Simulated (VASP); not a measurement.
Computed with PBEsol GGA, VASP's PBE PAW potentials (set 64) (plane waves; VASP 6.6.1).

Input for VASP

### POSCAR
```
GaSb
1
    0.0000000000     3.0544226436     3.0544226436
    3.0544226436     0.0000000000     3.0544226436
    3.0544226436     3.0544226436     0.0000000000
Ga Sb
1 1
Direct
  0.0000000000   0.0000000000   0.0000000000
  0.2500000000   0.2500000000   0.2500000000
```

**INCAR**
```
SYSTEM  =  GaSb
PREC  =  Accurate; ENCUT  =  400; LREAL  =  .FALSE.
LASPH  =  .TRUE.
EDIFF  =  1E-8; NELM  =  100; ALGO  =  Normal
LMAXMIX  =  4
ISMEAR  =  1; SIGMA  =  0.1
GGA  =  PS
IBRION  =  1; NSW  =  30; ISIF  =  2
EDIFFG  =  -0.001
LWAVE  =  .FALSE.; LCHARG  =  .FALSE.
```

File KPOINTS:
```
Automatic mesh
0
Gamma
9 9 9
0 0 0
```

POTCAR, in this order: Ga_d Sb (PBE.64 set). Program: vasp_std.

What VASP printed:

### OUTCAR
```
 ion  position               nearest neighbor table
   1  0.000  0.000  0.000-   2 2.65   2 2.65   2 2.65   2 2.65
   2  0.250  0.250  0.250-   1 2.65   1 2.65   1 2.65   1 2.65
  LATTYP: Found a face centered cubic cell.
 ALAT       =     6.1088452872
 Subroutine PRICEL returns:
 Original cell was already a primitive cell.
 Subroutine GETGRP returns: Found 24 space group operations
The static configuration has the point symmetry T_d .
The dynamic configuration has the point symmetry T_d .
 Subroutine INISYM returns: Found 24 space group operations
 Subroutine IBZKPT returns following result:
 Found     35 irreducible k-points:

 Following reciprocal coordinates:
            Coordinates               Weight
  0.000000  0.000000  0.000000      1.000000
  0.111111  0.000000  0.000000      8.000000
  0.222222  0.000000  0.000000      8.000000
  0.333333  0.000000  0.000000      8.000000
  0.444444  0.000000  0.000000      8.000000
  0.111111  0.111111  0.000000      6.000000
  0.222222  0.111111  0.000000     24.000000
  0.333333  0.111111  0.000000     24.000000
  0.444444  0.111111  0.000000     24.000000
 -0.444444  0.111111  0.000000     24.000000
 -0.333333  0.111111  0.000000     24.000000
 -0.222222  0.111111  0.000000     24.000000
 -0.111111  0.111111  0.000000     12.000000
  0.222222  0.222222  0.000000      6.000000
  0.333333  0.222222  0.000000     24.000000
  0.444444  0.222222  0.000000     24.000000
 -0.444444  0.222222  0.000000     24.000000
 -0.333333  0.222222  0.000000     24.000000
 -0.222222  0.222222  0.000000     12.000000
  0.333333  0.333333  0.000000      6.000000
  0.444444  0.333333  0.000000     24.000000
 -0.444444  0.333333  0.000000     24.000000
 -0.333333  0.333333  0.000000     12.000000
  0.444444  0.444444  0.000000      6.000000
...
```

### OSZICAR
```
       N       E                     dE             d eps       ncg     rms          rms(c)
DAV:   1     0.691192949508E+02    0.69119E+02   -0.78586E+03   926   0.144E+03
DAV:   2    -0.330830047649E+01   -0.72428E+02   -0.69804E+02   995   0.270E+02
DAV:   3    -0.816556020646E+01   -0.48573E+01   -0.48381E+01  1180   0.670E+01
DAV:   4    -0.824857524829E+01   -0.83015E-01   -0.82994E-01   978   0.977E+00
DAV:   5    -0.825109842797E+01   -0.25232E-02   -0.25231E-02  1203   0.151E+00    0.316E+00
DAV:   6    -0.817661075259E+01    0.74488E-01   -0.98302E-02  1183   0.605E+00    0.186E+00
DAV:   7    -0.815001946409E+01    0.26591E-01   -0.51469E-02  1083   0.229E+00    0.369E-01
DAV:   8    -0.815002890852E+01   -0.94444E-05   -0.52747E-03  1191   0.106E+00    0.950E-02
DAV:   9    -0.815030080494E+01   -0.27190E-03   -0.47446E-04   991   0.193E-01    0.334E-02
DAV:  10    -0.815030242035E+01   -0.16154E-05   -0.22597E-05  1146   0.422E-02    0.794E-03
DAV:  11    -0.815031267210E+01   -0.10252E-04   -0.12331E-05   985   0.274E-02    0.353E-03
DAV:  12    -0.815031297063E+01   -0.29853E-06   -0.57269E-07  1075   0.764E-03    0.535E-04
DAV:  13    -0.815031292380E+01    0.46833E-07   -0.41996E-08  1025   0.169E-03    0.322E-04
DAV:  14    -0.815031296020E+01   -0.36403E-07   -0.35974E-09   765   0.427E-04    0.126E-04
DAV:  15    -0.815031296149E+01   -0.12956E-08   -0.44148E-10   475   0.217E-04
   1 F= -.81503130E+01 E0= -.81502825E+01  d E =-.815031E+01
```

File OUTCAR:
```
------------------------ aborting loop because EDIFF is reached ----------------------------------------
  FORCE on cell =-STRESS in cart. coord.  units (eV):
  Direction    XX          YY          ZZ          XY          YZ          ZX
  --------------------------------------------------------------------------------------
  Total       -0.0011448     -0.0011448     -0.0011448      0.0000000      0.0000000     -0.0000000
  in kB       -0.0321819     -0.0321819     -0.0321819      0.0000000      0.0000000     -0.0000000
  external PRESSURE =      -0.0321819 kB  Pullay stress =       0.0000000 kB
  volume of cell :       56.99
      direct lattice vectors                 reciprocal lattice vectors
     0.000000000  3.054422644  3.054422644    -0.163697058  0.163697058  0.163697058
     3.054422644  0.000000000  3.054422644     0.163697058 -0.163697058  0.163697058
     3.054422644  3.054422644  0.000000000     0.163697058  0.163697058 -0.163697058
  FREE ENERGIE OF THE ION-ELECTRON SYSTEM (eV)
  ---------------------------------------------------
  free  energy   TOTEN  =        -8.1503129615 eV

  energy  without entropy=       -8.1502217187  energy(sigma->0) =       -8.15028255

 reached required accuracy - stopping structural energy minimisation
```
(Selected blocks of OUTCAR.)

The compound is GaSb in the zinc blende structure. It was relaxed first. The start is the result of an earlier pass.
